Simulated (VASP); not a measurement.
Given:

```
CELL_PARAMETERS angstrom
      2.83000     0.00000     0.00000
      0.00000     2.83000     0.00000
      0.00000     0.00000     4.07000
ATOMIC_POSITIONS crystal
  Ti 0.00372 0.98463 0.01185
  Al 0.49628 0.51537 0.48815
```

Computed with PBE GGA, VASP's PBE PAW potentials (set 64) (plane waves; VASP 6.6.1). Numerical set-up: 300 eV cut-off, 8×8×6 Γ-centred mesh, Fermi-Dirac smearing of 0.14 eV, potentials Ti_sv Al.

At this cut-off the stress carries a Pulay error, which pulls relaxed volumes low.

Task: Which forces act on the atoms, in eV/Å?

Result: 
```tsv
atom	Fx	Fy	Fz
Ti1	-0.094	0.386	-0.572
Al2	0.094	-0.386	0.572
```

Task: Give the stress tensor in GPa (positive for a compressed cell).

Result: 
```
 0.31  -0.06   0.17
-0.06   0.18  -0.68
 0.17  -0.68   0.13
```
The pressure is its mean diagonal, 0.21 GPa.

The structure is a typed TiAl crystal. The cell was not relaxed at this level, atoms are displaced from their ideal sites. The electron count is odd and the run is not spin-polarised, which forces a metal.
